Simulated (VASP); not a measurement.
Method: vdW-DF2, VASP's PBE PAW potentials (set 64) (plane waves; VASP).

The input files of a VASP run:

KPOINTS:
```
k-points along high-symmetry lines
10
Line-mode
Reciprocal
  0.000000   0.000000   0.000000 ! GAMMA
  0.000000   0.500000   0.000000 ! M

  0.000000   0.500000   0.000000 ! M
 -0.333333   0.666667   0.000000 ! K

 -0.333333   0.666667   0.000000 ! K
  0.000000   0.000000   0.000000 ! GAMMA

  0.000000   0.000000   0.000000 ! GAMMA
  0.000000   0.000000   0.500000 ! A

  0.000000   0.000000   0.500000 ! A
  0.000000   0.500000   0.500000 ! L

  0.000000   0.500000   0.500000 ! L
 -0.333333   0.666667   0.500000 ! H

 -0.333333   0.666667   0.500000 ! H
  0.000000   0.000000   0.500000 ! A

  0.000000   0.500000   0.500000 ! L
  0.000000   0.500000   0.000000 ! M

 -0.333333   0.666667   0.500000 ! H
 -0.333333   0.666667   0.000000 ! K
```

### INCAR
```
SYSTEM = AlN
PREC = Accurate
ENCUT = 520
EDIFF = 1E-7
NELM = 100
ALGO = Normal
LREAL = .FALSE.
LASPH = .TRUE.
ISMEAR = 0
SIGMA = 0.05
GGA = ML
ZAB_VDW = -1.8867
LUSE_VDW = .TRUE.
AGGAC = 0.0
LWAVE = .FALSE.
LCHARG = .FALSE.
LORBIT = 11
ICHARG = 11
```

### POSCAR
```
AlN
1.0
  1.5750494312  -2.7280656332   0.0000000000
  1.5750494312   2.7280656332   0.0000000000
  0.0000000000   0.0000000000   5.0786049134
Al N
2 2
Cart
  1.5750494312  -0.9093570298   2.5434668980
  1.5750494312   0.9093570298   0.0041644413
  1.5750494312  -0.9093570298   4.4751650923
  1.5750494312   0.9093570298   1.9358626356
```

POTCAR, in this order: Al N (PBE.64 set). Program: vasp_std. Read from the step before: CHGCAR.

What VASP printed:

**OUTCAR**
```
 ion  position               nearest neighbor table
   1  0.667  0.333  0.501-   4 1.92   4 1.92   4 1.92   3 1.93   2 3.12   2 3.12   2 3.12   2 3.12
                             2 3.12   2 3.12
   2  0.333  0.667  0.001-   3 1.92   3 1.92   3 1.92   4 1.93   1 3.12   1 3.12   1 3.12   1 3.12
                             1 3.12   1 3.12
   3  0.667  0.333  0.881-   2 1.92   2 1.92   2 1.92   1 1.93
   4  0.333  0.667  0.381-   1 1.92   1 1.92   1 1.92   2 1.93
  LATTYP: Found a hexagonal cell.
 ALAT       =     3.1500988571
 C/A-ratio  =     1.6122049319
 Subroutine PRICEL returns:
 Original cell was already a primitive cell.
 Subroutine GETGRP returns: Found 12 space group operations
The static configuration has the point symmetry C_3v.
 The point group associated with its full space group is C_6v.
The dynamic configuration has the point symmetry C_3v.
 Subroutine INISYM returns: Found 12 space group operations
   k-points           NKPTS =     90   k-points in BZ     NKDIM =     90   number of bands    NBANDS=     12
   number of dos      NEDOS =    301   number of ions     NIONS =      4
   total plane-waves  NPLWV =  23040
   dimension x,y,z NGX =    24 NGY =   24 NGZ =   40
   dimension x,y,z NGXF=    48 NGYF=   48 NGZF=   80
   ions per type =               2   2
   PREC   = accura    normal or accurate (medium, high low for compatibility)
   ISTART =      0    job   : 0-new  1-cont  2-samecut
...
```

**OSZICAR**
```
       N       E                     dE             d eps       ncg     rms          rms(c)
DAV:   1     0.536340734085E+02    0.53634E+02   -0.74133E+03  2160   0.118E+03
DAV:   2    -0.191887548981E+02   -0.72823E+02   -0.66051E+02  3204   0.206E+02
DAV:   3    -0.227034725600E+02   -0.35147E+01   -0.34946E+01  2796   0.487E+01
DAV:   4    -0.227395010786E+02   -0.36029E-01   -0.36010E-01  2624   0.562E+00
DAV:   5    -0.227401808231E+02   -0.67974E-03   -0.67970E-03  2728   0.795E-01
DAV:   6    -0.227402004288E+02   -0.19606E-04   -0.19605E-04  2600   0.137E-01
DAV:   7    -0.227402011041E+02   -0.67534E-06   -0.67537E-06  2668   0.257E-02
DAV:   8    -0.227402011291E+02   -0.24951E-07   -0.24956E-07  2432   0.493E-03
   1 F= -.22740201E+02 E0= -.22740201E+02  d E =-.143463E-14
```

OUTCAR:
```
 val. band max:        5.7394122441   @ k =   0.0000   0.0000   0.0000

 cond. band min:       9.9104899992   @ k =  -0.0000   0.0000   0.0000



 k-point     1 :       0.0000    0.0000    0.0000
  band No.  band energies     occupation
      1      -9.0290      2.00000
      2      -7.0966      2.00000
      3       0.1465      2.00000
      4       4.9896      2.00000
      5       4.9896      2.00000
      6       5.5960      2.00000
      7       5.5960      2.00000
      8       5.7394      2.00000
      9       9.9105      0.00000
     10      12.3244      0.00000
     11      16.2543      0.00000
     12      16.8436      0.00000

 k-point     2 :       0.0000    0.0556    0.0000
  band No.  band energies     occupation
      1      -8.9919      2.00000
      2      -7.0752      2.00000
      3       0.1909      2.00000
      4       4.8115      2.00000
      5       4.9397      2.00000
      6       5.4082      2.00000
      7       5.5895      2.00000
      8       5.7246      2.00000
      9      10.1010      0.00000
     10      12.4911      0.00000
     11      16.1128      0.00000
     12      16.5925      0.00000

 k-point     3 :       0.0000    0.1111    0.0000
  band No.  band energies     occupation
      1      -8.8823      2.00000
      2      -7.0136      2.00000
      3       0.3228      2.00000
      4       4.3262      2.00000
      5       4.8068      2.00000
      6       4.9453      2.00000
      7       5.5627      2.00000
      8       5.6742      2.00000
      9      10.5729      0.00000
     10      12.9169      0.00000
     11      15.6983      0.00000
     12      16.0328      0.00000

 k-point     4 :       0.0000    0.1667    0.0000
  band No.  band energies     occupation
      1      -8.7047      2.00000
      2      -6.9192      2.00000
      3       0.5387      2.00000
      4       3.6520      2.00000
      5       4.3570      2.00000
      6       4.6249      2.00000
      7       5.5079      2.00000
...
```

The density is held fixed in this step, so its total energy and stress have no physical meaning.

The compound is AlN in the wurtzite structure. It was relaxed first.
